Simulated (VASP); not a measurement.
Method: PBEsol GGA, VASP's PBE PAW potentials (set 64) (plane waves; VASP 6.6.1).

VASP ran on this input.

POSCAR:
```
B2O3
1.0
  3.9163466636  -2.3113760431   0.0000000000
  3.9163466636   2.3113760431   0.0000000000
  0.0000000000   0.0000000000   4.1371986957
B O
4 6
direct
  0.3245266260   0.0059131411   0.4322853654
  0.6754733740   0.9940868589   0.9322853654
  0.9940868589   0.6754733740   0.4322853654
  0.0059131411   0.3245266260   0.9322853654
  0.2454132675   0.7545867325   0.5000372314
  0.7545867325   0.2454132675   0.0000372314
  0.6604807702   0.9210882371   0.5814010189
  0.3395192298   0.0789117629   0.0814010189
  0.0789117629   0.3395192298   0.5814010189
  0.9210882371   0.6604807702   0.0814010189
```

INCAR:
```
ALGO  =  Normal
EDIFF  =  1E-6
EDIFFG  =  -0.02
ENCUT  =  520
GGA  =  PS
IBRION  =  2
ISIF  =  3
ISMEAR  =  0
LASPH  =  .True.
LCHARG  =  .False.
LREAL  =  .False.
LWAVE  =  .False.
NELM  =  100
NSW  =  60
PREC  =  Accurate
SIGMA  =  0.05
SYSTEM  =  B2O3
```

File KPOINTS:
```
Automatic mesh
0
Gamma
 5 5 5
0 0 0
```

POTCAR, in this order: B O (PBE.64 set). Program: vasp_std.

The resulting files:

OSZICAR:
```
       N       E                     dE             d eps       ncg     rms          rms(c)
DAV:   1     0.271603040011E+03    0.27160E+03   -0.27675E+04  1620   0.157E+03
DAV:   2    -0.755757875920E+02   -0.34718E+03   -0.33838E+03  2128   0.355E+02
DAV:   3    -0.888847945531E+02   -0.13309E+02   -0.13267E+02  1944   0.747E+01
DAV:   4    -0.890289432347E+02   -0.14415E+00   -0.14390E+00  1960   0.839E+00
DAV:   5    -0.890312274774E+02   -0.22842E-02   -0.22835E-02  1908   0.104E+00    0.155E+01
DAV:   6    -0.840516210691E+02    0.49796E+01   -0.19019E+01  1926   0.268E+01    0.591E+00
DAV:   7    -0.839418722624E+02    0.10975E+00   -0.79771E-01  1952   0.553E+00    0.349E+00
DAV:   8    -0.839067548167E+02    0.35117E-01   -0.18880E-01  1932   0.310E+00    0.602E-01
DAV:   9    -0.839006893685E+02    0.60654E-02   -0.19726E-02  1938   0.117E+00    0.249E-01
DAV:  10    -0.839007849039E+02   -0.95535E-04   -0.13340E-02  1944   0.786E-01    0.113E-01
DAV:  11    -0.839007840540E+02    0.84994E-06   -0.23113E-03  1944   0.397E-01    0.298E-02
DAV:  12    -0.839007789204E+02    0.51336E-05   -0.22115E-04  1944   0.127E-01    0.943E-03
DAV:  13    -0.839007860565E+02   -0.71361E-05   -0.39583E-05  1960   0.442E-02    0.975E-03
DAV:  14    -0.839007851768E+02    0.87970E-06   -0.57614E-06  1778   0.213E-02
   1 F= -.83900785E+02 E0= -.83900785E+02  d E =-.839008E+02
       N       E                     dE             d eps       ncg     rms          rms(c)
DAV:   1    -0.839009628723E+02   -0.17682E-03   -0.97646E-02  1806   0.221E+00    0.174E-01
DAV:   2    -0.839006687676E+02    0.29410E-03   -0.34683E-03  1944   0.399E-01    0.760E-02
DAV:   3    -0.839005800188E+02    0.88749E-04   -0.30434E-04  1932   0.125E-01    0.274E-02
DAV:   4    -0.839005667610E+02    0.13258E-04   -0.30574E-05  1944   0.432E-02    0.137E-02
DAV:   5    -0.839005638816E+02    0.28794E-05   -0.11298E-05  1944   0.241E-02    0.303E-03
DAV:   6    -0.839005637950E+02    0.86636E-07   -0.14111E-06  1276   0.911E-03
   2 F= -.83900564E+02 E0= -.83900564E+02  d E =0.221382E-03
       N       E                     dE             d eps       ncg     rms          rms(c)
DAV:   1    -0.839011179980E+02   -0.55412E-03   -0.34425E-02  1788   0.131E+00    0.103E-01
DAV:   2    -0.839010157249E+02    0.10227E-03   -0.12292E-03  1944   0.237E-01    0.453E-02
DAV:   3    -0.839009840836E+02    0.31641E-04   -0.10662E-04  1938   0.740E-02    0.164E-02
DAV:   4    -0.839009794062E+02    0.46774E-05   -0.10761E-05  1944   0.256E-02    0.814E-03
DAV:   5    -0.839009785686E+02    0.83763E-06   -0.39107E-06  1762   0.143E-02
   3 F= -.83900979E+02 E0= -.83900979E+02  d E =-.193392E-03
```

File OUTCAR:
```
------------------------ aborting loop because EDIFF is reached ----------------------------------------
  FORCE on cell =-STRESS in cart. coord.  units (eV):
  Direction    XX          YY          ZZ          XY          YZ          ZX
  --------------------------------------------------------------------------------------
  Total        0.1422397      0.0717289      0.0094431      0.0000000      0.0000000      0.0000000
  in kB        3.0410512      1.5335475      0.2018919      0.0000000      0.0000000      0.0000000
  external PRESSURE =       1.5921636 kB  Pullay stress =       0.0000000 kB
  volume of cell :       74.94
      direct lattice vectors                 reciprocal lattice vectors
     3.916395584 -2.312036450  0.000000000     0.127668411 -0.216259566  0.000000000
     3.916395584  2.312036450  0.000000000     0.127668411  0.216259566  0.000000000
     0.000000000  0.000000000  4.138057517     0.000000000  0.000000000  0.241659280
 POSITION                                       TOTAL-FORCE (eV/Angst)
 -----------------------------------------------------------------------------------
      1.29314     -0.73671      1.78923         0.010544      0.008111     -0.000447
      6.53965      0.73671      3.85826        -0.010544     -0.008111     -0.000447
      6.53965     -0.73671      1.78923        -0.010544      0.008111     -0.000447
      1.29314      0.73671      3.85826         0.010544     -0.008111     -0.000447
      3.91640      1.17760      2.06894         0.000000      0.010779     -0.004487
      3.91640     -1.17760      4.13797         0.000000     -0.010779     -0.004487
      6.19359      0.60247      2.40558        -0.007782     -0.008500      0.002691
      1.63920     -0.60247      0.33655         0.007782      0.008500      0.002691
      1.63920      0.60247      2.40558         0.007782     -0.008500      0.002691
      6.19359     -0.60247      0.33655        -0.007782      0.008500      0.002691
 -----------------------------------------------------------------------------------
    total drift:                                0.000001     -0.000000     -0.003307
  FREE ENERGIE OF THE ION-ELECTRON SYSTEM (eV)
  ---------------------------------------------------
  free  energy   TOTEN  =       -83.9009785686 eV

  energy  without entropy=      -83.9009785686  energy(sigma->0) =      -83.90097857

 reached required accuracy - stopping structural energy minimisation
```
(Selected blocks of OUTCAR.)

File CONTCAR:
```
B2O3
   1.00000000000000
     3.9163955836421969   -2.3120364504913118    0.0000000000000000
     3.9163955836421969    2.3120364504913118    0.0000000000000000
     0.0000000000000000    0.0000000000000000    4.1380575165354863
  B               O
     4     6
Direct
     0.3244136894883294    0.0057717629910082    0.4323839198601327
     0.6755863105116705    0.9942282370089918    0.9323839198601328
     0.9942282370089918    0.6755863105116705    0.4323839198601327
     0.0057717629910082    0.3244136894883294    0.9323839198601328
     0.2453316892059465    0.7546683107940535    0.4999792237657172
     0.7546683107940535    0.2453316892059465    0.9999792237657172
     0.6604360292290099    0.9210166989133882    0.5813314682570102
     0.3395639707709901    0.0789833010866117    0.0813314682570103
     0.0789833010866117    0.3395639707709901    0.5813314682570102
     0.9210166989133882    0.6604360292290099    0.0813314682570103
```

File OUTCAR:
```
 val. band max:        2.7027169950   @ k =   0.0000   0.0000   0.4000

 cond. band min:      11.1338788078   @ k =   0.0000   0.0000   0.0000


 Fermi energy:         2.9693819027

 k-point     1 :       0.0000    0.0000    0.0000
  band No.  band energies     occupation
      1     -19.3184      2.00000
      2     -16.3481      2.00000
      3     -16.2296      2.00000
      4     -16.0046      2.00000
      5     -15.1140      2.00000
      6     -15.0011      2.00000
      7      -7.2528      2.00000
      8      -6.8805      2.00000
      9      -6.6900      2.00000
     10      -5.1935      2.00000
     11      -4.6577      2.00000
     12      -4.0732      2.00000
     13      -3.0413      2.00000
     14      -2.9445      2.00000
     15      -2.1134      2.00000
     16      -1.3405      2.00000
     17       0.8759      2.00000
     18       0.8907      2.00000
     19       1.1987      2.00000
     20       1.2705      2.00000
     21       1.2930      2.00000
     22       2.0762      2.00000
     23       2.4088      2.00000
     24       2.4321      2.00000
     25      11.1339      0.00000
     26      11.7386      0.00000
     27      12.2486      0.00000
     28      12.9958      0.00000
     29      13.2829      0.00000
     30      14.4941      0.00000

 k-point     2 :       0.2000    0.0000    0.0000
  band No.  band energies     occupation
      1     -19.1359      2.00000
      2     -16.8967      2.00000
      3     -16.2318      2.00000
      4     -15.6980      2.00000
      5     -15.1694      2.00000
      6     -15.0463      2.00000
      7      -7.1580      2.00000
      8      -6.9143      2.00000
      9      -6.0320      2.00000
     10      -5.1715      2.00000
     11      -4.6383      2.00000
     12      -4.4034      2.00000
     13      -3.0446      2.00000
     14      -2.3872      2.00000
     15      -2.2155      2.00000
     16      -1.5211      2.00000
     17       0.5269      2.00000
     18       0.8647      2.00000
...
```

The structure comes from a computed database's B2O3 entry (Cmc2_1); how it stands against other phases isn't given here. This run relaxes it. Symmetry was kept, so distortions that lower it aren't found. The start is the result of an earlier pass.
